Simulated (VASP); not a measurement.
All values below come from PBEsol GGA, VASP's PBE PAW potentials (set 64) (plane waves; VASP).

Input for VASP

### KPOINTS
```
Automatic mesh
0
Gamma
4 4 1
0 0 0
```

**INCAR**
```
SYSTEM  =  YP
PREC  =  Accurate; ENCUT  =  300; LREAL  =  F
LASPH  =  T
EDIFF  =  1E-6; NELM  =  100; ALGO  =  Normal
LMAXMIX  =  4
ISMEAR  =  0; SIGMA  =  0.1
GGA  =  PS
ISIF  =  2
LWAVE  =  F; LCHARG  =  F
```

File POSCAR:
```
YP
1
    4.4850630000     0.0000000000     0.0000000000
    0.0000000000     4.4850630000     0.0000000000
    0.0000000000     0.0000000000    16.6765770000
Y P
2 2
Direct
  0.5000000000   0.0000000000   0.5802500000
  0.0000000000   0.5000000000   0.4197500000
  0.0000000000   0.0000000000   0.5000000000
  0.5000000000   0.5000000000   0.5000000000
```

POTCAR, in this order: Y_sv P (PBE.64 set). Program: vasp_std.

The cell holds a wide vacuum, so values per volume refer to the whole cell.

**Question.** Estimate the energy per atom (σ→0), largest force, band gap (on the k-mesh).

**Answer.** 
```yaml
energy per atom (σ→0): -625.9 kJ/mol-atom
band gap (on the k-mesh): none (metal, semimetal or under 0.01 eV)
largest_force: 0.507 eV/Å
```

OSZICAR:
```
...
DAV:  15    -0.259629913893E+02   -0.28845E-03   -0.57515E-04   292   0.884E-02    0.317E-02
DAV:  16    -0.259629237058E+02    0.67683E-04   -0.36349E-04   324   0.662E-02    0.492E-02
DAV:  17    -0.259630508797E+02   -0.12717E-03   -0.82138E-05   332   0.475E-02    0.167E-02
DAV:  18    -0.259631563246E+02   -0.10544E-03   -0.23539E-05   320   0.219E-02    0.198E-02
DAV:  19    -0.259632889986E+02   -0.13267E-03   -0.73414E-05   288   0.222E-02    0.111E-02
DAV:  20    -0.259632928781E+02   -0.38794E-05   -0.72549E-06   248   0.729E-03    0.629E-03
DAV:  21    -0.259632935858E+02   -0.70776E-06   -0.33724E-06   220   0.747E-03
   1 F= -.25963294E+02 E0= -.25948881E+02  d E =-.288243E-01
```

The cell is a sheet with vacuum, built from a generated structure.
